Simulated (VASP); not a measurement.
# BeCo: accuracy against cost in the plane-wave cutoff and SCF solver, part 3 of 3

Aim: find what the plane-wave cutoff and SCF solver change for BeCo, and what they cost. The series runs use PBEsol. The start is a cell from a database of measured crystal structures.

VASP 6.6.1; PBEsol, spin-polarised from a ferromagnetic start (one magnetic atom a cell); plane waves and PAW (Be, Co).

Still holding for the runs below: The cell holds one magnetic atom, so no antiferromagnetic order fits into it. The k-mesh is coarse for a metal.

So far. Step 12 (SCF solver: ALGO = Fast): Against the first of the series the energy stays within 0.01 meV an atom; the pressure moves by -0.15 GPa, after 16 cycles in 2.6 s. Step 13 (SCF solver: ALGO = VeryFast): Against the first of the series the energy stays within 0.01 meV an atom; the pressure moves by -0.08 GPa, after 21 cycles in 3 s.

## Step 14: SCF solver: ALGO = All

INCAR reads:

```
SYSTEM = BeCo
PREC = Accurate
ENCUT = 400
EDIFF = 1E-06
NELM = 100
ISMEAR = -1
SIGMA = 0.05
LREAL = .FALSE.
ALGO = All
GGA = PS
NBANDS = 12
ISPIN = 2
MAGMOM = 0 2
LMAXMIX = 4
LORBIT = 11
LWAVE = .FALSE.
LCHARG = .FALSE.
KPAR = 2
ISIF = 2
```

POSCAR reads:

```
BeCo
1.0
    2.6060000000      0.0000000000      0.0000000000
    0.0000000000      2.6060000000      0.0000000000
    0.0000000000      0.0000000000      2.6060000000
Be Co
1 1
Direct
    0.0000000000      0.0000000000      0.0000000000
    0.5000000000      0.5000000000      0.5000000000
```

KPOINTS reads:

```
Automatic mesh
0
Gamma
7 7 7
0 0 0
```

The projector-augmented-wave data sets are Be and Co (PBE family, release 64).

The run is started by

```sh
$ mpirun -np 2 vasp_std
```

The log of the run:

```text
[... set-up lines as in an earlier step ...]
 entering main loop
       N       E                     dE             d eps       ncg     rms           ort
DAV:   1     0.246975783856E+02    0.24698E+02   -0.50554E+03   240   0.108E+03
DAV:   2    -0.141151466591E+02   -0.38813E+02   -0.36087E+02   240   0.159E+02
DAV:   3    -0.151614611201E+02   -0.10463E+01   -0.10395E+01   240   0.317E+01
DAV:   4    -0.151715665260E+02   -0.10105E-01   -0.10102E-01   240   0.290E+00
DAV:   5    -0.151719052974E+02   -0.33877E-03   -0.33876E-03   240   0.528E-01
SDA:   6     0.242328365313E+01    0.17595E+02   -0.33876E-03   240   0.110E+03   0.000E+00
 gam= 0.000 g(H,U,f)=  0.367E+02 0.720E+02 0.957E+00 ort(H,U,f) = 0.000E+00 0.000E+00 0.000E+00
 gam= 0.000 trial= 0.400  step=  0.2327 mean=  0.4000
CGA:   7    -0.111596119070E+02   -0.13583E+02   -0.12764E+02   240   0.295E+01   0.556E+00
 gam= 0.027 g(H,U,f)=  0.179E+01 0.112E+01 0.350E-01 ort(H,U,f) =-0.875E+01 0.907E+01 0.242E+00
 gam= 0.027 trial= 0.383  step=  0.7008 mean=  0.3833
[...]
gam= 0.724 trial= 0.416  step=  0.4237 mean=  0.4161
CGA:  39    -0.123715373058E+02   -0.13791E-05   -0.13768E-05   240   0.599E-05   0.611E-06
 gam= 0.972 g(H,U,f)=  0.243E-05 0.293E-05 0.625E-06 ort(H,U,f) = 0.990E-06-0.141E-05 0.103E-05
 gam= 0.972 trial= 0.417  step=  0.3199 mean=  0.4169
CGA:  40    -0.123715383361E+02   -0.10303E-05   -0.10524E-05   240   0.381E-05   0.441E-06
 gam= 0.636 g(H,U,f)=  0.141E-05 0.183E-05 0.572E-06 ort(H,U,f) = 0.120E-06-0.347E-06 0.668E-06
 gam= 0.636 trial= 0.407  step=  0.4834 mean=  0.4072
CGA:  41    -0.123715393352E+02   -0.99906E-06   -0.98832E-06   240   0.526E-05   0.292E-06
 gam= 1.381 g(H,U,f)=  0.181E-05 0.277E-05 0.679E-06 ort(H,U,f) =-0.701E-06 0.498E-06 0.495E-06
 gam= 1.381 trial= 0.415  step=  0.4114 mean=  0.4148
CGA:  42    -0.123715404997E+02   -0.11646E-05   -0.11647E-05   240   0.373E-05   0.172E-06
 gam= 0.710 g(H,U,f)=  0.203E-05 0.135E-05 0.343E-06 ort(H,U,f) =-0.258E-05 0.246E-05 0.293E-06
 gam= 0.710 trial= 0.414  step=  0.3976 mean=  0.4145
CGA:  43    -0.123715412669E+02   -0.76717E-06   -0.76611E-06   240   0.360E-05  -0.389E-07
 gam= 0.964 g(H,U,f)=  0.264E-05 0.797E-06 0.166E-06 ort(H,U,f) =-0.136E-05 0.152E-05-0.201E-06
 gam= 0.964 trial= 0.413  step=  0.4098 mean=  0.4128
 final diagonalization occupied
   1 F= -.12371541E+02 E0= -.12363197E+02  d E =-.166894E-01  mag=     0.3116
```

The job ended after 5.8 s (2 MPI ranks of Intel Xeon 6975P-C (Granite Rapids), shared host; peak memory 0.23 GiB; 10 s of CPU time).

From OUTCAR (step 14):

```text
  Total       -1.0504927     -1.0504927     -1.0504927      0.0000000     -0.0000000      0.0000000
  in kB      -95.0999680    -95.0999680    -95.0999680      0.0000000     -0.0000000      0.0000000
  external PRESSURE =     -95.0999680 kB  Pullay stress =       0.0000000 kB

  FREE ENERGIE OF THE ION-ELECTRON SYSTEM (eV)
  ---------------------------------------------------
  free  energy   TOTEN  =       -12.3715412669 eV

  energy  without entropy=      -12.3548518530  energy(sigma->0) =      -12.36319656

[... 4 parts as in an earlier step ...]

[... 1 further part left out ...]
[key lines of the parts left out:]
E-fermi :   8.6839
```

Against the first of the series the energy stays within 0.01 meV an atom; the pressure moves by -0.05 GPa, after 43 cycles in 5.8 s.

## Step 15: SCF solver: ALGO = Damped

INCAR, as its differences from that of step 14:

```diff
@@ -8,3 +8,3 @@
 LREAL = .FALSE.
-ALGO = All
+ALGO = Damped
 GGA = PS
```

POSCAR is that of step 14.

KPOINTS is that of step 14.

The run is started by

```sh
$ mpirun -np 2 vasp_std
```

The log of the run:

```text
[... set-up lines as in an earlier step ...]
 entering main loop
       N       E                     dE             d eps       ncg     rms           ort
DAV:   1     0.627675240488E+02    0.62768E+02   -0.45667E+03   240   0.108E+03
DAV:   2    -0.710159748657E+00   -0.63478E+02   -0.59910E+02   240   0.218E+02
DAV:   3    -0.130236947458E+02   -0.12314E+02   -0.11514E+02   240   0.888E+01
DAV:   4    -0.149938786865E+02   -0.19702E+01   -0.19193E+01   240   0.385E+01
[...]
DMP:  54    -0.123715388474E+02   -0.17541E-05   -0.13989E-05   240   0.195E-05   0.404E-05
DMP:  55    -0.123715401501E+02   -0.13027E-05   -0.10408E-05   240   0.145E-05   0.301E-05
DMP:  56    -0.123715411198E+02   -0.96975E-06   -0.77337E-06   240   0.108E-05   0.224E-05
 final diagonalization occupied
   1 F= -.12371541E+02 E0= -.12363188E+02  d E =-.167065E-01  mag=     0.3135
```

The job ended after 4.8 s (2 MPI ranks; peak memory 0.23 GiB; 8.1 s of CPU time).

OUTCAR, selected parts (step 15):

```text
  Total       -1.0424755     -1.0424755     -1.0424755     -0.0000000     -0.0000000      0.0000000
  in kB      -94.3741791    -94.3741791    -94.3741791     -0.0000000     -0.0000000      0.0000000
  external PRESSURE =     -94.3741791 kB  Pullay stress =       0.0000000 kB

  FREE ENERGIE OF THE ION-ELECTRON SYSTEM (eV)
  ---------------------------------------------------
  free  energy   TOTEN  =       -12.3715411198 eV

  energy  without entropy=      -12.3548346460  energy(sigma->0) =      -12.36318788

 magnetization (x)
# of ion       s       p       d       tot
------------------------------------------
    1       -0.004  -0.013   0.000  -0.017
    2       -0.001   0.002   0.331   0.332
--------------------------------------------------
tot         -0.005  -0.011   0.331   0.315

[... 3 parts as in an earlier step ...]

[... 1 further part left out ...]
[key lines of the parts left out:]
E-fermi :   8.6855
```

Against the first of the series the energy stays within 0.01 meV an atom; the pressure moves by +0.02 GPa, after 56 cycles in 4.8 s.

## Step 16: SCF solver: AMIX = 0.1, BMIX = 0.01

INCAR, as its differences from that of step 15:

```diff
@@ -8,3 +8,3 @@
 LREAL = .FALSE.
-ALGO = Damped
+ALGO = Normal
 GGA = PS
@@ -19 +19,3 @@
 ISIF = 2
+AMIX = 0.1
+BMIX = 0.01
```

POSCAR is that of step 15.

KPOINTS is that of step 15.

The run is started by

```sh
$ mpirun -np 2 vasp_std
```

The log of the run:

```text
[... set-up lines as in an earlier step ...]
 entering main loop
       N       E                     dE             d eps       ncg     rms          rms(c)
[... 5 cycles as in an earlier step ...]
DAV:   6    -0.127859421413E+02    0.23860E+01   -0.55278E+00  1084   0.320E+01    0.752E+00
DAV:   7    -0.123888209438E+02    0.39712E+00   -0.32453E+00  1228   0.217E+01    0.296E+00
DAV:   8    -0.123932283181E+02   -0.44074E-02   -0.38389E-02  1012   0.206E+00    0.259E+00
DAV:   9    -0.123853075110E+02    0.79208E-02   -0.13979E-02  1228   0.135E+00    0.138E+00
[...]
DAV:  16    -0.123715422840E+02   -0.12754E-04   -0.69222E-05  1200   0.883E-02    0.897E-03
DAV:  17    -0.123715438216E+02   -0.15376E-05   -0.75271E-06   872   0.235E-02    0.366E-03
DAV:  18    -0.123715437740E+02    0.47609E-07   -0.62198E-07   540   0.704E-03
   1 F= -.12371544E+02 E0= -.12363196E+02  d E =-.166950E-01  mag=     0.3110
```

The job ended after 2.6 s (2 MPI ranks; peak memory 0.22 GiB; 3.8 s of CPU time).

Parts of OUTCAR (step 16):

```text
  Total       -1.0475729     -1.0475729     -1.0475729      0.0000000      0.0000000     -0.0000000
  in kB      -94.8356452    -94.8356452    -94.8356452      0.0000000      0.0000000     -0.0000000
  external PRESSURE =     -94.8356452 kB  Pullay stress =       0.0000000 kB

  FREE ENERGIE OF THE ION-ELECTRON SYSTEM (eV)
  ---------------------------------------------------
  free  energy   TOTEN  =       -12.3715437740 eV

  energy  without entropy=      -12.3548487352  energy(sigma->0) =      -12.36319625

[... 4 parts as in an earlier step ...]

[... 1 further part left out ...]
[key lines of the parts left out:]
E-fermi :   8.6843
```

Against the first of the series the energy stays within 0.01 meV an atom; the pressure moves by -0.02 GPa, after 18 cycles in 2.6 s.

## Step 17: SCF solver: AMIX = 0.8

INCAR, as its differences from that of step 16:

```diff
@@ -19,3 +19,2 @@
 ISIF = 2
-AMIX = 0.1
-BMIX = 0.01
+AMIX = 0.8
```

POSCAR is that of step 16.

KPOINTS is that of step 16.

The run is started by

```sh
$ mpirun -np 2 vasp_std
```

The log of the run:

```text
[... set-up lines as in an earlier step ...]
 entering main loop
       N       E                     dE             d eps       ncg     rms          rms(c)
[... 5 cycles as in an earlier step ...]
DAV:   6    -0.379242753785E+02   -0.22752E+02   -0.26814E+02  1116   0.210E+02    0.464E+01
DAV:   7    -0.124952400549E+02    0.25429E+02   -0.88322E+01  1096   0.954E+01    0.661E+00
DAV:   8    -0.123731076821E+02    0.12213E+00   -0.20903E+00  1176   0.153E+01    0.300E+00
DAV:   9    -0.123659849627E+02    0.71227E-02   -0.13003E-01  1156   0.422E+00    0.209E+00
[...]
DAV:  15    -0.123715429376E+02   -0.17576E-04   -0.31460E-05  1056   0.654E-02    0.459E-02
DAV:  16    -0.123715428155E+02    0.12210E-06   -0.10399E-05  1032   0.325E-02    0.256E-02
DAV:  17    -0.123715437436E+02   -0.92809E-06   -0.60258E-06  1064   0.267E-02
   1 F= -.12371544E+02 E0= -.12363198E+02  d E =-.166915E-01  mag=    -0.3105
```

Elapsed: 2.6 s, on 2 MPI ranks; peak memory 0.23 GiB; 3.8 s of CPU time.

Parts of OUTCAR (step 17):

```text
  Total       -1.0204638     -1.0204638     -1.0204638     -0.0000000      0.0000000     -0.0000000
  in kB      -92.3814847    -92.3814847    -92.3814847     -0.0000000      0.0000000     -0.0000000
  external PRESSURE =     -92.3814847 kB  Pullay stress =       0.0000000 kB

  FREE ENERGIE OF THE ION-ELECTRON SYSTEM (eV)
  ---------------------------------------------------
  free  energy   TOTEN  =       -12.3715437436 eV

  energy  without entropy=      -12.3548522805  energy(sigma->0) =      -12.36319801

 magnetization (x)
# of ion       s       p       d       tot
------------------------------------------
    1        0.004   0.013   0.000   0.016
    2        0.001  -0.002  -0.327  -0.329
--------------------------------------------------
tot          0.004   0.010  -0.327  -0.312

[... 3 parts as in an earlier step ...]

[... 1 further part left out ...]
[key lines of the parts left out:]
E-fermi :   8.6832
```

Against the first of the series the energy stays within 0.01 meV an atom; the pressure moves by +0.22 GPa, after 17 cycles in 2.6 s.

## Step 18: SCF solver: IMIX = 1, AMIX = 0.2

INCAR, as its differences from that of step 17:

```diff
@@ -19,2 +19,3 @@
 ISIF = 2
-AMIX = 0.8
+IMIX = 1
+AMIX = 0.2
```

POSCAR is that of step 17.

KPOINTS is that of step 17.

The run is started by

```sh
$ mpirun -np 2 vasp_std
```

The log of the run:

```text
[... set-up lines as in an earlier step ...]
 entering main loop
       N       E                     dE             d eps       ncg     rms          rms(c)
[... 5 cycles as in an earlier step ...]
DAV:   6    -0.124182287001E+02    0.27537E+01   -0.18981E+01  1064   0.588E+01    0.369E+00
DAV:   7    -0.124043407018E+02    0.13888E-01   -0.46321E-01  1096   0.936E+00    0.201E+00
DAV:   8    -0.123924581690E+02    0.11883E-01   -0.15515E-02  1276   0.953E-01    0.144E+00
DAV:   9    -0.123834981252E+02    0.89600E-02   -0.35649E-03  1184   0.700E-01    0.114E+00
[...]
DAV:  29    -0.123715469467E+02    0.15894E-05   -0.11257E-06   492   0.947E-03    0.229E-02
DAV:  30    -0.123715458453E+02    0.11014E-05   -0.59846E-07   484   0.663E-03    0.182E-02
DAV:  31    -0.123715451078E+02    0.73753E-06   -0.31159E-07   480   0.474E-03
   1 F= -.12371545E+02 E0= -.12363203E+02  d E =-.166838E-01  mag=     0.3114
```

The job ended after 4 s (2 MPI ranks; peak memory 0.22 GiB).

Parts of OUTCAR (step 18):

```text
  Total       -1.0328580     -1.0328580     -1.0328580      0.0000000     -0.0000000      0.0000000
  in kB      -93.5035203    -93.5035203    -93.5035203      0.0000000     -0.0000000      0.0000000
  external PRESSURE =     -93.5035203 kB  Pullay stress =       0.0000000 kB

  FREE ENERGIE OF THE ION-ELECTRON SYSTEM (eV)
  ---------------------------------------------------
  free  energy   TOTEN  =       -12.3715451078 eV

  energy  without entropy=      -12.3548612709  energy(sigma->0) =      -12.36320319

[... 4 parts as in an earlier step ...]

[... 1 further part left out ...]
[key lines of the parts left out:]
E-fermi :   8.6841
```

Against the first of the series the energy stays within 0.01 meV an atom; the pressure moves by +0.11 GPa, after 31 cycles in 4 s.

## Step 19: The SCF solver series as a table

This step: convergence of PBEsol results with the solver; plane waves and PAW (VASP 6.6.1).

This step runs nothing: it gathers the runs above.

Differences are taken from the run with ALGO = Normal. Results of the series, by row:

```csv
setting,status,energy less the reference (meV/atom),pressure (GPa),moment (μB),SCF cycles,wall time (s)
ALGO = Normal,converged,0,-9.461,0.3122,14,2.6
ALGO = Fast,converged,-6.55e-4,-9.615,0.3108,16,2.6
ALGO = VeryFast,converged,2.85e-4,-9.541,0.3122,21,3
ALGO = All,converged,-2.00e-4,-9.51,0.3116,43,5.8
ALGO = Damped,converged,0.00414,-9.437,0.3135,56,4.8
"AMIX = 0.1, BMIX = 0.01",converged,-4.50e-5,-9.484,0.3116,18,2.6
AMIX = 0.8,converged,-9.25e-4,-9.238,-0.3109,17,2.6
"IMIX = 1, AMIX = 0.2",converged,-0.003515,-9.35,0.3116,31,4
```

## Step 20: What came out

```yaml
plane_wave_cutoff_from_which_the_energy_stays_within_10_mev_atom_of_the_reference: ENCUT = 270
plane_wave_cutoff_from_which_the_energy_stays_within_1_mev_atom_of_the_reference: ENCUT = 430
plane_wave_cutoff_from_which_the_pressure_stays_within_0p2_gpa_of_the_reference: ENCUT = 430
spread_of_the_pressure_over_the_plane_wave_cutoff: 271 GPa
spread_of_the_energy_over_the_plane_wave_cutoff: 1355 meV/atom
fewest_scf_cycles: ALGO = Normal (14)
most_scf_cycles_among_converged_runs: ALGO = Damped (56)
spread_of_the_pressure_over_the_scf_solver: 0.376 GPa
spread_of_the_energy_over_the_scf_solver: 0.00765 meV/atom
```

What this shows: From ENCUT = 430 on, the energy stays within 1 meV an atom of the reference, at 80 % of its time. The pressure holds within 0.2 GPa from ENCUT = 430 on. These cutoffs are 0.6 to 2 times the default of the data sets, about 270 eV; at the default the run is off by -1.3 meV an atom, -2.06 GPa, and at 1.3 times by -2.6 meV an atom, -0.29 GPa. Energy differences between like cells converge faster than these totals. All SCF solvers that converged agree within 0.05 meV an atom. No setting beats the 2.6 s of ALGO = Normal by a fifth or more; the slowest converged run is ALGO = All, at 5.8 s. On a shared host such times are rough. Yet the pressure of AMIX = 0.8 is +0.22 GPa off: EDIFF tests the energy, which is second order in the error of the density, while the stress is first order. Differences are taken from the run with ENCUT = 540, which is itself not the exact limit. Forces vanish by symmetry in this cell, so the series can't test them. The runs at ENCUT = 160; ENCUT = 200; ENCUT = 240; ENCUT = 270 are over 30 meV an atom or 2 GPa off and describe the material poorly.

[Lines on the potential files, build, host, timing and source positions are cut from VASP's logs without a mark.]

[Logs are printed without paths, hosts, clocks, repeated set-up lines and the standing remarks that a program may print on its own settings, such as how far it seeks lower states.]

[Hosts, paths, dates, database ids (printed as entryN), source tags and the programs' standing remarks are cut or masked in the printed files.]

[A measured line is paired with the nearest computed mode of its activity, which favours agreement.]
